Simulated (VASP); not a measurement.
Level of theory: r2SCAN meta-GGA, VASP's PBE PAW potentials (set 64) (plane waves; VASP).

The input files of a VASP run:

POSCAR:
```
SiO2
1.0
  4.1812722183   0.0000000000   0.0000000000
  0.0000000000   4.1812722183   0.0000000000
  0.0000000000   0.0000000000   2.6715611087
Si O
2 4
Cartesian
  0.0000000000   0.0000000000   0.0000000000
  2.0906361092   2.0906361092   1.3357805544
  1.2793544158   1.2793544158   0.0000000000
  3.3699905250   0.8112816933   1.3357805544
  0.8112816933   3.3699905250   1.3357805544
  2.9019178025   2.9019178025   0.0000000000
```

INCAR:
```
METAGGA = R2SCAN
PSTRESS = 50   ! kbar
LWAVE = .FALSE.
ENCUT = 620   ! plane-wave cut-off (eV)
LREAL = .FALSE.
LASPH = .TRUE.   ! aspherical one-centre terms
LMIXTAU = .TRUE.
EDIFFG = -0.02   ! ionic stop
ALGO = Normal
ISIF = 3
NELM = 100
PREC = Accurate
NSW = 40   ! most ionic steps
ISMEAR = 0
SIGMA = 0.05
IBRION = 2   ! conjugate gradients
LCHARG = .FALSE.
EDIFF = 1E-6
SYSTEM = SiO2
```

**KPOINTS**
```
Automatic mesh
0
G
5 5 8
0 0 0
```

POTCAR, in this order: Si O (PBE.64 set). Program: vasp_std.

What VASP printed:

**OSZICAR**
```
       N       E                     dE             d eps       ncg     rms          rms(c)
DAV:   1     0.170140076897E+03    0.17014E+03   -0.20819E+04  1216   0.183E+03
DAV:   2    -0.653626785384E+02   -0.23550E+03   -0.22685E+03  1600   0.355E+02
DAV:   3    -0.728309144067E+02   -0.74682E+01   -0.74521E+01  1440   0.685E+01
DAV:   4    -0.728859339399E+02   -0.55020E-01   -0.54947E-01  1416   0.662E+00
DAV:   5    -0.728865059845E+02   -0.57204E-03   -0.57194E-03  1372   0.671E-01    0.179E+01
DAV:   6    -0.598754733697E+02    0.13011E+02   -0.10542E+01  1360   0.218E+01    0.982E+00
DAV:   7    -0.585095728504E+02    0.13659E+01   -0.20530E+00  1276   0.143E+01    0.337E+00
DAV:   8    -0.616110203160E+02   -0.31014E+01   -0.12245E+00  1300   0.972E+00    0.193E+00
DAV:   9    -0.584720860028E+02    0.31389E+01   -0.94680E-01  1288   0.748E+00    0.657E-01
DAV:  10    -0.586683385012E+02   -0.19625E+00   -0.53535E-02  1380   0.252E+00    0.454E-01
DAV:  11    -0.587712401761E+02   -0.10290E+00   -0.27156E-02  1344   0.147E+00    0.168E-01
DAV:  12    -0.588080602084E+02   -0.36820E-01   -0.16978E-02  1264   0.165E+00    0.132E-01
DAV:  13    -0.588070830701E+02    0.97714E-03   -0.12905E-03  1308   0.411E-01    0.653E-02
DAV:  14    -0.588078688747E+02   -0.78580E-03   -0.86425E-04  1388   0.236E-01    0.275E-02
DAV:  15    -0.588078953367E+02   -0.26462E-04   -0.83033E-05  1324   0.106E-01    0.118E-02
DAV:  16    -0.588079221328E+02   -0.26796E-04   -0.16754E-05  1292   0.582E-02    0.844E-03
DAV:  17    -0.588079206576E+02    0.14753E-05   -0.37817E-06  1360   0.195E-02    0.399E-03
DAV:  18    -0.588079226222E+02   -0.19646E-05   -0.77235E-07   800   0.120E-02    0.130E-03
DAV:  19    -0.588079225843E+02    0.37886E-07   -0.93074E-08   684   0.314E-03
   1 F= -.57350312E+02 E0= -.57350312E+02  d E =-.573503E+02
       N       E                     dE             d eps       ncg     rms          rms(c)
DAV:   1    -0.589201292633E+02   -0.11221E+00   -0.45237E+00  1352   0.202E+01    0.351E+00
DAV:   2    -0.587549103564E+02    0.16522E+00   -0.56269E-01  1360   0.601E+00    0.822E-01
DAV:   3    -0.587453394810E+02    0.95709E-02   -0.42724E-02  1336   0.165E+00    0.316E-01
DAV:   4    -0.587455249074E+02   -0.18543E-03   -0.29178E-03  1284   0.629E-01    0.137E-01
DAV:   5    -0.587455929619E+02   -0.68054E-04   -0.14048E-03  1316   0.413E-01    0.537E-02
DAV:   6    -0.587456454253E+02   -0.52463E-04   -0.45669E-04  1276   0.285E-01    0.363E-02
DAV:   7    -0.587456517196E+02   -0.62943E-05   -0.18276E-04  1256   0.159E-01    0.178E-02
DAV:   8    -0.587457360592E+02   -0.84340E-04   -0.56800E-05  1272   0.897E-02    0.414E-03
DAV:   9    -0.587457357672E+02    0.29198E-06   -0.29623E-06  1044   0.229E-02
   2 F= -.57338491E+02 E0= -.57338491E+02  d E =0.118212E-01
       N       E                     dE             d eps       ncg     rms          rms(c)
DAV:   1    -0.588575760588E+02   -0.11184E+00   -0.15778E+00  1352   0.117E+01    0.206E+00
DAV:   2    -0.588006870236E+02    0.56889E-01   -0.20481E-01  1348   0.362E+00    0.466E-01
DAV:   3    -0.587975341274E+02    0.31529E-02   -0.13895E-02  1328   0.943E-01    0.210E-01
DAV:   4    -0.587977351720E+02   -0.20104E-03   -0.88292E-04  1284   0.349E-01    0.979E-02
DAV:   5    -0.587975684847E+02    0.16669E-03   -0.51124E-04  1324   0.244E-01    0.332E-02
DAV:   6    -0.587976836014E+02   -0.11512E-03   -0.17193E-04  1252   0.175E-01    0.209E-02
DAV:   7    -0.587976723005E+02    0.11301E-04   -0.56335E-05  1244   0.871E-02    0.104E-02
DAV:   8    -0.587977006628E+02   -0.28362E-04   -0.19236E-05  1256   0.526E-02    0.240E-03
DAV:   9    -0.587977007790E+02   -0.11617E-06   -0.98781E-07   816   0.132E-02
   3 F= -.57360820E+02 E0= -.57360820E+02  d E =-.105074E-01
       N       E                     dE             d eps       ncg     rms          rms(c)
DAV:   1    -0.587969078027E+02    0.79286E-03   -0.54713E-01  1224   0.642E+00    0.258E-01
DAV:   2    -0.587971643152E+02   -0.25651E-03   -0.16377E-02  1412   0.105E+00    0.116E-01
DAV:   3    -0.587967456256E+02    0.41869E-03   -0.46137E-04  1392   0.264E-01    0.498E-02
DAV:   4    -0.587967521191E+02   -0.64935E-05   -0.31635E-04  1268   0.172E-01    0.123E-02
DAV:   5    -0.587967234700E+02    0.28649E-04   -0.14678E-04  1240   0.177E-01    0.712E-03
DAV:   6    -0.587966858999E+02    0.37570E-04   -0.68477E-05  1244   0.113E-01    0.563E-03
DAV:   7    -0.587966935194E+02   -0.76194E-05   -0.69593E-06  1356   0.275E-02    0.113E-03
DAV:   8    -0.587966937801E+02   -0.26071E-06   -0.12878E-06   780   0.141E-02
   4 F= -.57361895E+02 E0= -.57361895E+02  d E =-.107580E-02
       N       E                     dE             d eps       ncg     rms          rms(c)
DAV:   1    -0.587969027079E+02   -0.20919E-03   -0.47085E-03  1244   0.596E-01    0.238E-02
DAV:   2    -0.587969043386E+02   -0.16307E-05   -0.14082E-04  1404   0.976E-02    0.108E-02
DAV:   3    -0.587969002207E+02    0.41179E-05   -0.40166E-06  1380   0.247E-02    0.465E-03
DAV:   4    -0.587969001588E+02    0.61940E-07   -0.26927E-06   864   0.163E-02
   5 F= -.57361908E+02 E0= -.57361908E+02  d E =-.108861E-02
```

### OUTCAR
```
------------------------ aborting loop because EDIFF is reached ----------------------------------------
  FORCE on cell =-STRESS in cart. coord.  units (eV):
  Direction    XX          YY          ZZ          XY          YZ          ZX
  --------------------------------------------------------------------------------------
  Total        1.3685650      1.3685650      1.5497474     -0.0000000      0.0000000      0.0000000
  in kB       47.6854635     47.6854635     53.9984747     -0.0000000      0.0000000      0.0000000
  external PRESSURE =      -0.2101994 kB  Pullay stress =      50.0000000 kB
  volume of cell :       45.98
      direct lattice vectors                 reciprocal lattice vectors
     4.156583381  0.000000000  0.000000000     0.240582206  0.000000000  0.000000000
    -0.000000000  4.156583381  0.000000000    -0.000000000  0.240582206  0.000000000
     0.000000000  0.000000000  2.661442088     0.000000000  0.000000000  0.375736149
 POSITION                                       TOTAL-FORCE (eV/Angst)
 -----------------------------------------------------------------------------------
     -0.00000      4.15658      0.00000         0.000000      0.000000     -0.000000
      2.07829      2.07829      1.33072         0.000000      0.000000     -0.000000
      1.26874      1.26874      0.00000         0.014079      0.014079      0.000000
      3.34703      0.80956      1.33072         0.014079     -0.014079     -0.000000
      0.80956      3.34703      1.33072        -0.014079      0.014079     -0.000000
      2.88785      2.88785      0.00000        -0.014079     -0.014079     -0.000000
 -----------------------------------------------------------------------------------
    total drift:                                0.000000      0.000000     -0.000000
  FREE ENERGIE OF THE ION-ELECTRON SYSTEM (eV)
  ---------------------------------------------------
  free  energy   TOTEN  =       -58.7969001588 eV

  energy  without entropy=      -58.7969001588  energy(sigma->0) =      -58.79690016
  enthalpy is  TOTEN    =       -57.3619083030 eV   P V=        1.4349918558

 reached required accuracy - stopping structural energy minimisation
```
(Selected blocks of OUTCAR.)

### CONTCAR
```
SiO2
   1.00000000000000
     4.1565833813614548    0.0000000000000000    0.0000000000000000
    -0.0000000000000000    4.1565833813614548    0.0000000000000000
     0.0000000000000000    0.0000000000000000    2.6614420879859231
  Si              O
     2     4
Direct
     0.0000000000000000    1.0000000000000000    0.0000000000000000
     0.5000000000000000    0.5000000000000000    0.5000000000000000
     0.3052350967785694    0.3052350967785694    0.0000000000000000
     0.8052350967785694    0.1947649032214306    0.5000000000000000
     0.1947649032214306    0.8052350967785694    0.5000000000000000
     0.6947649032214306    0.6947649032214306    0.0000000000000000
```

The compound is SiO2 in the rutile structure, stishovite, a high-pressure form. This run relaxes it under an external pressure of 5 GPa. Symmetry was kept, so distortions that lower it aren't found.
